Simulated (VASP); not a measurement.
An input for Quantum ESPRESSO's pw.x (written as the equivalent of a VASP run, and not itself run):

```
&CONTROL
  calculation = 'vc-relax'
  pseudo_dir = './pseudo'
  outdir = './out'
  tprnfor = .true.
  tstress = .true.
  nstep = 30
  forc_conv_thr = 0.00039
/
&SYSTEM
  ibrav = 0
  nat = 6
  ntyp = 2
  ecutwfc = 84
  occupations = 'smearing'
  smearing = 'gaussian'
  degauss = 0.003675
  input_dft = 'pw91'
/
&ELECTRONS
  conv_thr = 7.3e-09
  electron_maxstep = 100
/
&IONS
/
&CELL
  cell_dofree = 'shape'
/
ATOMIC_SPECIES
  Mg 24.305 Mg.upf
  F 18.998 F.upf
CELL_PARAMETERS angstrom
     4.7188628    0.0000000    0.0000000
     0.0000000    4.7188628    0.0000000
     0.0000000    0.0000000    3.1129277
ATOMIC_POSITIONS crystal
  Mg   1.0000000  0.0000000  0.0000000
  Mg   0.5000000  0.5000000  0.5000000
  F    0.3031403  0.3031403  1.0000000
  F    0.8031403  0.1968597  0.5000000
  F    0.1968597  0.8031403  0.5000000
  F    0.6968597  0.6968597  0.0000000
K_POINTS automatic
  5 5 7 0 0 0
```

Task: Write the VASP files for the same calculation (PW91).

Result: One answer among several that fit: 
**POSCAR**
```
MgF2
1.0
  4.7188627600   0.0000000000   0.0000000000
  0.0000000000   4.7188627600   0.0000000000
  0.0000000000   0.0000000000   3.1129276538
Mg F
2 4
Cart
  4.7188627600   0.0000000000   0.0000000000
  2.3594313800   2.3594313800   1.5564638269
  1.4304776313   1.4304776313   3.1129276538
  3.7899090113   0.9289537487   1.5564638269
  0.9289537487   3.7899090113   1.5564638269
  3.2883851287   3.2883851287   0.0000000000
```

### INCAR
```
SYSTEM = MgF2
PREC = Accurate
ENCUT = 520
EDIFF = 1E-7
NELM = 100
ALGO = Normal
LREAL = .FALSE.
LASPH = .TRUE.
ISMEAR = 0
SIGMA = 0.05
GGA = 91
LWAVE = .FALSE.
LCHARG = .FALSE.
ISIF = 4
IBRION = 2
NSW = 30
EDIFFG = -0.01
```

**KPOINTS**
```
Automatic mesh
0
Gamma
5 5 7
0 0 0
```

POTCAR, in this order: Mg F (PBE.64 set). Program: vasp_std.

Limits of the translation: the potentials are each code's own (VASP's PAW set, PseudoDojo norm-conserving files in pw.x), so ENCUT and ecutwfc are chosen apart and not converted; conv_thr bounds pw.x's estimated SCF error, while EDIFF bounds the energy change between steps; forc_conv_thr acts on force components and is met together with etot_conv_thr.

The compound is MgF2 in the rutile structure. This cell is one point of a volume scan, at 1.03 of the reference volume. Symmetry was kept, so distortions that lower it aren't found.
